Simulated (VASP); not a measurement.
VASP input:

### INCAR
```
SYSTEM = CdF2
PREC = Accurate; ENCUT = 520; LREAL = .FALSE.
LASPH = .TRUE.
EDIFF = 1E-6; NELM = 100; ALGO = Normal
LMAXMIX = 4
ISMEAR = 0; SIGMA = 0.05
GGA = PE; GGA_COMPAT = .FALSE.
MAGMOM = 0 0 0 0 0 0 0 0 0
LSORBIT = .TRUE.
ISIF = 2
LWAVE = .FALSE.; LCHARG = .FALSE.
```

### KPOINTS
```
Regular mesh
0
gamma
8 8 8
0 0 0
```

POSCAR:
```
CdF2
1
    0.0000000000     2.6950000000     2.6950000000
    2.6950000000     0.0000000000     2.6950000000
    2.6950000000     2.6950000000     0.0000000000
Cd F
1 2
Direct
  0.0000000000   0.0000000000   0.0000000000
  0.2500000000   0.2500000000   0.2500000000
  0.7500000000   0.7500000000   0.7500000000
```

POTCAR, in this order: Cd F (PBE.64 set). Program: vasp_ncl.

Translate this PBE+SOC calculation to Quantum ESPRESSO's pw.x.

One equivalent input (not run):
```
&CONTROL
  calculation = 'scf'
  pseudo_dir = './pseudo'
  outdir = './out'
  tprnfor = .true.
  tstress = .true.
/
&SYSTEM
  ibrav = 0
  nat = 3
  ntyp = 2
  ecutwfc = 102
  occupations = 'smearing'
  smearing = 'gaussian'
  degauss = 0.003675
  input_dft = 'pbe'
  noncolin = .true.
  lspinorb = .true.
/
&ELECTRONS
  conv_thr = 7.3e-08
  electron_maxstep = 100
/
ATOMIC_SPECIES
  Cd 112.414 Cd.upf
  F 18.998 F.upf
CELL_PARAMETERS angstrom
     0.0000000    2.6950000    2.6950000
     2.6950000    0.0000000    2.6950000
     2.6950000    2.6950000    0.0000000
ATOMIC_POSITIONS crystal
  Cd   0.0000000  0.0000000  0.0000000
  F    0.2500000  0.2500000  0.2500000
  F    0.7500000  0.7500000  0.7500000
K_POINTS automatic
  8 8 8 0 0 0
```
The two are equivalent in intent, not identical: the potentials are each code's own (VASP's PAW set, PseudoDojo norm-conserving files, fully relativistic, in pw.x), so ENCUT and ecutwfc are chosen apart and not converted; conv_thr bounds pw.x's estimated SCF error, while EDIFF bounds the energy change between steps.

The compound is CdF2 in the fluorite structure. The cell was not relaxed at this level. The run is one of a series of settings (GGA_COMPAT = .FALSE., LSORBIT = .TRUE., MAGMOM = 0 0 0 0 0 0 0 0 0, program vasp_ncl against the base run), some of them coarse on purpose.
